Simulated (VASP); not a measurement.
```xyz
2
Lattice="0.0000 2.2983 2.3039 2.3711 0.0000 2.3039 2.3711 2.2983 0.0000" Properties=species:S:1:pos:R:3 pbc="T T T"
Hf     0.0000     0.0000     0.0000
C      2.4524     2.2983     2.3039
```

All values below come from PBE GGA, VASP's PBE PAW potentials (set 64) (plane waves; VASP 6.6.1). Numerical set-up: 500 eV cut-off, 12×12×12 Γ-centred mesh, first-order Methfessel-Paxton smearing of 0.10 eV, potentials Hf_pv C.

Problem. Give the force on each atom (eV/Å).

Solution. 
```tsv
atom	Fx	Fy	Fz
Hf1	0.460	0.000	0.000
C2	-0.460	0.000	0.000
```

Problem. Give the stress tensor in GPa (positive for a compressed cell).

Solution. 
```
-5.97   0.00   0.00
 0.00   4.54   0.00
 0.00   0.00   3.53
```
The pressure is its mean diagonal, 0.70 GPa.

The compound is HfC in the rock salt structure. The cell was not relaxed at this level, atoms are displaced from their ideal sites. The run is one of a series of settings (ENCUT = 500 against the base run), some of them coarse on purpose.
